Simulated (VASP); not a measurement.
These are PBE GGA, VASP's PBE PAW potentials (set 64) (plane waves; VASP) values and carry that method's errors.

The input files of a VASP run:

File KPOINTS:
```
Regular mesh
0
G
 14 14 10
0 0 0
```

INCAR:
```
# general
SYSTEM  = FePt
PREC    = Accurate
ENCUT   = 500
LREAL   = .False.   # projection in real space or not
LASPH   = .True.

# electronic loop
EDIFF   = 1E-6   # SCF stop (eV)
NELM    = 100
ALGO    = Normal   # blocked Davidson
LMAXMIX = 6   # l cut-off of mixed one-centre charges

# smearing
ISMEAR  = 1
SIGMA   = 0.1   # width (eV)

# functional
GGA     = PE   # PBE

# spin
ISPIN   = 2   # spin-polarised
MAGMOM  = 2.9 0.3

# ions
IBRION  = 2   # conjugate gradients
NSW     = 40   # most ionic steps
ISIF    = 3
EDIFFG  = -0.02   # ionic stop
PSTRESS = 300   # kbar

# output
LWAVE   = .False.
LCHARG  = .False.
LORBIT  = 10
```

### POSCAR
```
FePt
1
    2.6267799192     0.0000000000    -0.0000000000
    0.0000000000     2.6267799192    -0.0000000000
    0.0000000000     0.0000000000     3.6276419524
Fe Pt
1 1
Direct
  0.0000000000   0.0000000000   0.0000000000
  0.5000000000   0.5000000000   0.5000000000
```

POTCAR, in this order: Fe Pt (PBE.64 set). Program: vasp_std.

Task: What will the output report for the number of irreducible k-points (NKPTS), largest plane-wave count, number of space-group operations, FFT grid (NGX, NGY, NGZ)?

Result: 
```
Item                                          Result
--------------------------------------  ------------
number of irreducible k-points (NKPTS)           216
largest plane-wave count                         656
number of space-group operations                  16
FFT grid (NGX, NGY, NGZ)                20 × 20 × 28
```

The compound is FePt in the L1_0 structure. It was relaxed first under an external pressure of 30 GPa.
